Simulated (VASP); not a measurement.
# NiAg3O4 (I-42m) in VASP: single point with r2SCAN

Aim: the single point of NiAg3O4 with r2SCAN.

All numbers are computed with VASP 6.6.1; they aren't measurements. Logs are shortened: lines on timing, memory, paths and dates and some standing lists are left out, and cuts for length are marked.

## (1) Starting point

It takes space group I-42m (No. 121, tetragonal). The conventional cell has a = 4.906 Å, b = 4.906 Å, c = 9.584 Å, α = 90.00°, β = 90.00°, γ = 90.00°. Ag (site symmetry -42m) is surrounded by 4 O at 2.30 Å. Ag (site symmetry -4) is surrounded by 4 O at 2.28 Å. Ni (site symmetry -42m) is surrounded by 4 O at 1.68 Å. Around O (site symmetry m) lie 1 Ni at 1.68 Å.

The cell was built by a generator and needn't be a form met in nature.

## (2) Single point, r2SCAN

POSCAR

```
NiAg3O4
1.0
    0.0000000000      4.9061703400      0.0000000000
    4.9061703400      0.0000000000      0.0000000000
    2.4530856700      2.4530856700     -4.7919277000
Ag Ni O
3 1 4
Direct
    0.5000000000      0.5000000000      0.0000000000
    0.2500000000      0.7500000000      0.5000000000
    0.7500000000      0.2500000000      0.5000000000
    0.0000000000      0.0000000000      0.0000000000
    0.0989000000      0.7005000000      0.2006000000
    0.2995000000      0.2995000000      0.7994000000
    0.7005000000      0.0989000000      0.2006000000
    0.9011000000      0.9011000000      0.7994000000
```

INCAR.step1

```
ALGO = Normal
EDIFF = 1E-4
ENCUT = 520
GGA = PE
ISMEAR = -1
LASPH = True
LCHARG = False
LREAL = False
LWAVE = True
NBANDS = 44
NELM = 100
PREC = Accurate
SIGMA = 0.1
```

INCAR.step2

```
ALGO = Normal
EDIFF = 1E-6
ENCUT = 520
ISIF = 2
ISMEAR = -1
ISTART = 1
LASPH = True
LCHARG = True
LELF = True
LMIXTAU = True
LREAL = False
LVHAR = True
LWAVE = False
METAGGA = R2SCAN
NBANDS = 44
NELM = 100
PREC = Accurate
SIGMA = 0.1
```

KPOINTS

```
k-points
0
Gamma
  5 5 5
```

Potentials or basis: VASP PAW PBE potentials, release 64 (Ag, Ni, O).

Started as:

```bash
$ cat potpaw_PBE.64/Ag/POTCAR potpaw_PBE.64/Ni/POTCAR potpaw_PBE.64/O/POTCAR > POTCAR
$ cp INCAR.step1 INCAR
$ mpirun -np 1 vasp_std > vasp.out
$ cp INCAR.step2 INCAR
$ mpirun -np 1 vasp_std > vasp.out
```

OUTCAR:

```text
EDIFF = 1E-6
   ENCUT = 520
   ISIF = 2
   ISMEAR = -1
   ISTART = 1
   LASPH = True
   LREAL = False
   METAGGA = R2SCAN
   NELM = 100
   PREC = Accurate

 ion  position               nearest neighbor table
   1  0.500  0.500  0.000-   8 2.30   7 2.30   5 2.30   6 2.30   2 3.43   3 3.43   2 3.43   3 3.43
                             2 3.43   3 3.43   2 3.43   3 3.43
   2  0.250  0.750  0.500-   7 2.28   6 2.28   8 2.28   5 2.28   1 3.43   1 3.43   1 3.43   1 3.43
                             3 3.47   3 3.47   3 3.47   3 3.47
   3  0.750  0.250  0.500-   5 2.28   6 2.28   8 2.28   7 2.28   1 3.43   1 3.43   1 3.43   1 3.43
                             2 3.47   2 3.47   2 3.47   2 3.47
   4  0.000  0.000  0.000-   6 1.68   5 1.68   7 1.68   8 1.68
   5  0.099  0.700  0.201-   4 1.68   3 2.28   2 2.28   1 2.30
   6  0.300  0.300  0.799-   4 1.68   3 2.28   2 2.28   1 2.30
   7  0.700  0.099  0.201-   4 1.68   2 2.28   3 2.28   1 2.30
   8  0.901  0.901  0.799-   4 1.68   3 2.28   2 2.28   1 2.30

  LATTYP: Found a body centered tetragonal cell.
 ALAT       =     4.9061703400
 C/A-ratio  =     1.9534289957

  Lattice vectors:

 A1 = (  -2.4530856700,   2.4530846700,   4.7919277000)
 A2 = (   2.4530846700,  -2.4530856700,   4.7919277000)
 A3 = (   2.4530856700,   2.4530856700,  -4.7919277000)

Analysis of symmetry for initial positions (statically):
=====================================================================
 Subroutine PRICEL returns:
 Original cell was already a primitive cell.

 Routine SETGRP: Setting up the symmetry group for a
 body centered tetragonal supercell.

 Subroutine GETGRP returns: Found  8 space group operations
 (whereof  8 operations were pure point group operations)
 out of a pool of 16 trial point group operations.

The static configuration has the point symmetry D_2d.

Analysis of symmetry for dynamics (positions and initial velocities):
=====================================================================
 Subroutine PRICEL returns:
 Original cell was already a primitive cell.

 Routine SETGRP: Setting up the symmetry group for a
 body centered tetragonal supercell.

 Subroutine GETGRP returns: Found  8 space group operations
 (whereof  8 operations were pure point group operations)
 out of a pool of 16 trial point group operations.

The dynamic configuration has the point symmetry D_2d.

 Subroutine INISYM returns: Found  8 space group operations
 (whereof  8 operations are pure point group operations),
 and found     1 'primitive' translations

----------------------------------------------------------------------------------------

                                     Primitive cell

  volume of cell :     115.3441

  direct lattice vectors                    reciprocal lattice vectors
     0.000000000  4.906170340  0.000000000     0.000000000  0.203824965  0.104342163
     4.906170340  0.000000000  0.000000000     0.203824965  0.000000000  0.104342163
     2.453085670  2.453085670 -4.791927700     0.000000000  0.000000000 -0.208684284

  length of vectors
     4.906170340  4.906170340  5.915896356     0.228980138  0.228980138  0.208684284

  position of ions in fractional coordinates (direct lattice)
     0.500000000  0.500000000  0.000000000
     0.250000000  0.750000000  0.500000000
     0.750000000  0.250000000  0.500000000
     0.000000000  0.000000000  0.000000000
     0.098900000  0.700500000  0.200600000
     0.299500000  0.299500000  0.799400000
     0.700500000  0.098900000  0.200600000
     0.901100000  0.901100000  0.799400000

  ion indices of the primitive-cell ions
   primitive index   ion index
                 1           1
                 2           2
                 3           3
                 4           4
                 5           5
                 6           6
                 7           7
                 8           8

----------------------------------------------------------------------------------------

 KPOINTS: k-points

Automatic generation of k-mesh.
 Grid dimensions read from file:
 generate k-points for:    5    5    5

 Generating k-lattice:

  Cartesian coordinates                     Fractional coordinates (reciprocal lattice)
     0.000000000  0.040764993  0.020868433     0.200000000  0.000000000  0.000000000
     0.040764993  0.000000000  0.020868433     0.000000000  0.200000000  0.000000000
     0.000000000  0.000000000 -0.041736857     0.000000000  0.000000000  0.200000000

  Length of vectors
     0.045796028  0.045796028  0.041736857

  Shift w.r.t. Gamma in fractional coordinates (k-lattice)
     0.000000000  0.000000000  0.000000000

 Subroutine IBZKPT returns following result:
 ===========================================

 Found     18 irreducible k-points:

 Following reciprocal coordinates:
            Coordinates               Weight
  0.000000  0.000000  0.000000      1.000000
  0.200000  0.000000  0.000000      8.000000
  0.400000  0.000000  0.000000      8.000000
  0.200000  0.200000  0.000000      8.000000
  0.400000  0.200000  0.000000     16.000000
 -0.400000  0.200000 -0.000000     16.000000
[... 10 lines left out ...]
  0.000000  0.000000  0.400000      2.000000
 -0.200000  0.000000  0.400000      4.000000
   k-points           NKPTS =     18   k-points in BZ     NKDIM =     18   number of bands    NBANDS=     44
   number of dos      NEDOS =    301   number of ions     NIONS =      8
   total plane-waves  NPLWV =  62208
   dimension x,y,z NGX =    36 NGY =   36 NGZ =   48
   dimension x,y,z NGXF=    72 NGYF=   72 NGZF=   96
   ions per type =               3   1   4
   NGX,Y,Z   is equivalent  to a cutoff of  12.20, 12.20, 13.49 a.u.
   NGXF,Y,Z  is equivalent  to a cutoff of  24.40, 24.40, 26.98 a.u.
 SYSTEM =  unknown system
   PREC   = accura    normal or accurate (medium, high low for compatibility)
   ISTART =      1    job   : 0-new  1-cont  2-samecut
   ICHARG =      0    charge: 1-file 2-atom 10-const
   ISPIN  =      1    spin polarized calculation?
   LNONCOLLINEAR =      F non collinear calculations
   LSORBIT =      F    spin-orbit coupling
   LASPH  =      T    aspherical Exc in radial PAW
   ENCUT  =  520.0 eV  38.22 Ry    6.18 a.u.   9.12  9.12 11.00*2*pi/ulx,y,z
   NELM   =    100;   NELMIN=  2; NELMDL=  0     # of ELM steps
   EDIFF  = 0.1E-05   stopping-criterion for ELM
   LREAL  =      F    real-space projection
   EDIFFG = 0.1E-04   stopping-criterion for IOM
   NSW    =      0    number of steps for IOM
   IBRION =     -1    ionic relax: 0-MD 1-quasi-New 2-CG
   NFREE  =      0    steps in history (QN), initial steepest desc. (CG)
   ISIF   =      2    stress and relaxation
   ISYM   =      2    0-nonsym 1-usesym 2-fastsym
   POTIM  = 0.5000    time-step for ionic-motion
   TEBEG  =    0.0;   TEEND  =   0.0 temperature during run
   PSTRESS=    0.0 pullay stress
   NELECT =      67.0000    total number of electrons
   NUPDOWN=      -1.0000    fix difference up-down
   EMIN   =  10.00;   EMAX   =-10.00  energy-range for DOS
   EFERMI =   0.00;   METHOD = LEGACY
   ISMEAR =    -1;   SIGMA  =   0.10  broadening in eV -4-tet -1-fermi 0-gaus
   EFERMI_NEDOS =   21; number of points for ismear=-14 and -15
   IALGO  =     38    algorithm
   IMIX   =      4    mixing-type and parameters
     AMIX     =   0.40;   BMIX     =  1.00
     AMIX_MAG =   1.60;   BMIX_MAG =  1.00
  volume/ion in A,a.u.               =      14.42        97.30
  Fermi-wavevector in a.u.,A,eV,Ry     =   1.365949  2.581270 25.385990  1.865818
  Thomas-Fermi vector in A             =   2.492133
   LORBIT       =      0    0 simple, 1 ext, 2 COOP (PROOUT), +10 PAW based schemes
   METAGGA = R2SCAN    functional components
   LHFCALC =     F    Hartree Fock is set to
   AEXX    =    0.0000 exact exchange contribution
   IVDW    =     0    specifies the selected vdW correction
   LEPSILON=     F    determine dielectric tensor
   LRPA    =     F    only Hartree local field effects (RPA)
 non-spin polarized calculation
  energy-cutoff  :      520.00
  volume of cell :      115.34
 maximum number of plane-waves:      3138
   NGX = 19   NGY = 19   NGZ = 21

 number of electron      67.0000002 magnetization

 Free energy of the ion-electron system (eV)
  ---------------------------------------------------
  ext. energy  EPLUGINS =         0.00000000
  ---------------------------------------------------
  free energy    TOTEN  =      -101.11082132 eV

  energy without entropy =     -100.96753981  energy(sigma->0) =     -101.03918057

 E-fermi :   3.9240     XC(G=0): -11.2055

 val. band max:        3.9185712678   @ k =  -0.2000   0.0000   0.4000
 cond. band min:       3.9363594540   @ k =  -0.4000   0.4000   0.0000
 fundamental gap:      0.0177881862
 Fermi energy:         3.9239714671

 k-point     1 :       0.0000    0.0000    0.0000
  band No.  band energies     occupation
      1     -16.0001      2.00000
      2     -15.3005      2.00000
      3     -15.2964      2.00000
      4     -15.2964      2.00000
      5      -2.3626      2.00000
      6      -2.3626      2.00000
[... 36 lines left out ...]
     43      14.0710      0.00000
     44      14.7068      0.00000

 k-point     2 :       0.2000    0.0000    0.0000
  band No.  band energies     occupation
      1     -15.9593      2.00000
      2     -15.3251      2.00000
      3     -15.3057      2.00000
      4     -15.3031      2.00000
      5      -2.4212      2.00000
      6      -2.3595      2.00000
[... 36 lines left out ...]
     43      13.9239      0.00000
     44      14.0194      0.00000

 k-point     3 :       0.4000    0.0000    0.0000
  band No.  band energies     occupation
      1     -15.8825      2.00000
      2     -15.3815      2.00000
      3     -15.3146      2.00000
      4     -15.3135      2.00000
      5      -2.4968      2.00000
      6      -2.3577      2.00000
[... 36 lines left out ...]
     43      13.7207      0.00000
     44      13.8357      0.00000

 k-point     4 :       0.2000    0.2000    0.0000
  band No.  band energies     occupation
      1     -15.9155      2.00000
      2     -15.3416      2.00000
      3     -15.3181      2.00000
      4     -15.3166      2.00000
      5      -2.4490      2.00000
      6      -2.3721      2.00000
[... 600 lines left out ...]
     43      14.0678      0.00000
     44      14.9247      0.00000

 k-point    17 :       0.0000    0.0000    0.4000
  band No.  band energies     occupation
      1     -15.9200      2.00000
      2     -15.3787      2.00000
      3     -15.2959      2.00000
      4     -15.2959      2.00000
      5      -2.5806      2.00000
      6      -2.4148      2.00000
[... 36 lines left out ...]
     43      14.5443      0.00000
     44      15.9948      0.00000

 k-point    18 :      -0.2000    0.0000    0.4000
  band No.  band energies     occupation
      1     -15.8896      2.00000
      2     -15.3789      2.00000
      3     -15.3252      2.00000
      4     -15.2964      2.00000
      5      -2.5370      2.00000
      6      -2.4469      2.00000
[... 36 lines left out ...]
     43      14.2379      0.00000
     44      14.9743      0.00000

------------------------ aborting loop because EDIFF is reached ----------------------------------------

  FORCE on cell =-STRESS in cart. coord.  units (eV):
  Direction    XX          YY          ZZ          XY          YZ          ZX
  --------------------------------------------------------------------------------------
  -------------------------------------------------------------------------------------
  Total        3.2096444      3.2096444      2.9829912      0.0000000     -0.0000003     -0.0000003
  in kB       44.5832784     44.5832784     41.4349723      0.0000000     -0.0000043     -0.0000043
  external PRESSURE =      43.5338430 kB  Pullay stress =       0.0000000 kB

 VOLUME and BASIS-vectors are now :
 -----------------------------------------------------------------------------
  energy-cutoff  :      520.00
  volume of cell :      115.34
      direct lattice vectors                 reciprocal lattice vectors
     0.000000000  4.906170340  0.000000000     0.000000000  0.203824965  0.104342163
     4.906170340  0.000000000  0.000000000     0.203824965  0.000000000  0.104342163
     2.453085670  2.453085670 -4.791927700     0.000000000  0.000000000 -0.208684284

 POSITION                                       TOTAL-FORCE (eV/Angst)
 -----------------------------------------------------------------------------------
      2.45309      2.45309      0.00000        -0.000000      0.000000      0.000000
      4.90617      2.45309     -2.39596         0.000000      0.000000      0.000000
      2.45309      4.90617     -2.39596        -0.000000      0.000000      0.000000
      0.00000      0.00000      0.00000         0.000000      0.000000      0.000000
      3.92886      0.97731     -0.96126        -1.208984      1.208984     -1.163154
      3.43039      3.43039     -3.83067         1.208984      1.208984      1.163154
      0.97731      3.92886     -0.96126         1.208984     -1.208984     -1.163154
      6.38195      6.38195     -3.83067        -1.208984     -1.208984      1.163154
 -----------------------------------------------------------------------------------
    total drift:                                0.000181      0.000181     -0.000084

  FREE ENERGIE OF THE ION-ELECTRON SYSTEM (eV)
  ---------------------------------------------------
  free  energy   TOTEN  =      -101.1108213234 eV

  energy  without entropy=     -100.9675398097  energy(sigma->0) =     -101.03918057
```

Run time: 3.6 min. Hardware: 1 thread of Intel Xeon Platinum 8488C (Sapphire Rapids), shared host; peak memory 0.3 GiB.

What came out:

* Free energy: -101.1108 eV
* Pressure: 4.4 GPa
* Largest force: 2.068 eV/Å
* Band gap on the k mesh: none (metal or under the smearing width)

Forces in eV/Å, atoms in the order of the input:
```
Ag   0.000  0.000  0.000
Ag   0.000  0.000  0.000
Ag   0.000  0.000  0.000
Ni   0.000  0.000  0.000
O   -1.209  1.209 -1.163
O    1.209  1.209  1.163
O    1.209 -1.209 -1.163
O   -1.209 -1.209  1.163
```

Stress tensor (GPa, compression positive):
```
4.46 0.00 0.00
0.00 4.46 0.00
0.00 0.00 4.14
```

Levels at points of the mesh, in eV from the Fermi level:
```csv
k point,band 29,band 30,band 31,band 32,band 33,band 34,band 35,band 36,band 37,band 38
"(0.00, 0.00, 0.00)",-1.68,-1.68,-1.31,-1.05,-0.79,0.44,0.96,1.02,1.02,5.92
```

Caveat: the PAW data sets were made with another functional, which shifts forces and pressure a little; an odd number of electrons without spin polarisation forces a metal; a magnetic or distorted state may lie lower; the run has no spin polarisation, though such a crystal can be magnetic; semilocal functionals often make such compounds metallic where correlation or magnetic order opens a gap, which also shifts bond lengths. With open d or f shells a metallic result of r2SCAN can be an artefact of self-interaction; +U or a hybrid may open a gap.
